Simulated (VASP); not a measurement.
An input for Ansatz (written as the equivalent of a VASP run, and not itself run):

Ansatz 0.2 input:
```yaml
crystal:
  lattice:
    - [1.5329076, -2.6550737, 0.0000000]
    - [1.5329076, 2.6550737, 0.0000000]
    - [0.0000000, 0.0000000, 4.7259311]
  atoms:
    - { symbol: Sc, position: [0.3333330, 0.6666670, 0.2500000] }
    - { symbol: Sc, position: [0.6666670, 0.3333330, 0.7500000] }
kpoints:
  mp_grid: { grid: [14, 14, 8] }
hamiltonian:
  xc: pbe
  pseudopotentials: { kind: paw }
scf:
  occupations: { method: methfessel_paxton, width: 0.1 }
  max_iter: 100
relax:
  max_steps: 40
  f_tol: 0.02
  cell: { p_target: 20 }
output: { forces: true, stress: true, eigenvalues: true }
```

Translate this input to VASP (INCAR, KPOINTS, POSCAR, choice of POTCAR).

One answer among several that fit: 
File KPOINTS:
```
K-points
0
gamma
14 14 8
0 0 0
```

**INCAR**
```
ALGO  =  Normal
EDIFF  =  1E-6
EDIFFG  =  -0.02
ENCUT  =  500
GGA  =  PE
IBRION  =  2
ISIF  =  3
ISMEAR  =  1
LASPH  =  T
LCHARG  =  F
LMAXMIX  =  4
LREAL  =  F
LWAVE  =  F
NELM  =  100
NSW  =  40
PREC  =  Accurate
PSTRESS  =  200
SIGMA  =  0.1
SYSTEM  =  Sc
```

**POSCAR**
```
Sc
1
    1.5329076018    -2.6550737293     0.0000000000
    1.5329076018     2.6550737293     0.0000000000
    0.0000000000    -0.0000000000     4.7259310589
Sc
2
Direct
  0.3333330000   0.6666670000   0.2500000000
  0.6666670000   0.3333330000   0.7500000000
```

POTCAR, in this order: Sc_sv (PBE.64 set). Program: vasp_std.

Limits of the translation: each code has its own PAW files, so the cut-off isn't converted (ENCUT is set for VASP's; basis.ecutwfc is left out, and Ansatz then takes the one that its files recommend); Ansatz stops its SCF on the density residual and VASP on the energy change (EDIFF).

The compound is Sc in the hcp structure. It was relaxed first under an external pressure of 20 GPa.
